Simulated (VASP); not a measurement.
Consider the following.

```yaml
crystal:
  lattice:
    - [0.00000, 2.52233, 2.52233]
    - [2.52233, 0.00000, 2.52233]
    - [2.52233, 2.52233, 0.00000]
  atoms:
    - { symbol: Si, position: [0.25000, 0.25000, 0.25000] }
    - { symbol: Si, position: [0.75000, 0.75000, 0.75000] }
    - { symbol: Ni, position: [0.00000, 0.00000, 0.00000] }
```

The numbers are results of LDA (Ceperley-Alder, Perdew-Zunger), VASP's LDA PAW potentials (set 64) (plane waves; VASP 6.6.1), not measurements. Numerical set-up: 500 eV cut-off, 10×10×10 Γ-centred mesh, first-order Methfessel-Paxton smearing of 0.10 eV, potentials Si Ni.

### Question
What does the run give for the energy per atom (σ→0), pressure, band gap (on the k-mesh) with the smallest direct gap where there is one?

### Answer

```yaml
band gap (on the k-mesh): none (metal, semimetal or under 0.01 eV)
energy per atom (σ→0): -6.386 eV/atom
pressure: 44.90 GPa
```

The absolute energy has meaning only against runs of the same code, potentials and settings.

The compound is NiSi2 in the fluorite structure. It was relaxed first under an external pressure of 45 GPa. The run is not spin-polarised, so no magnetic state was tried.
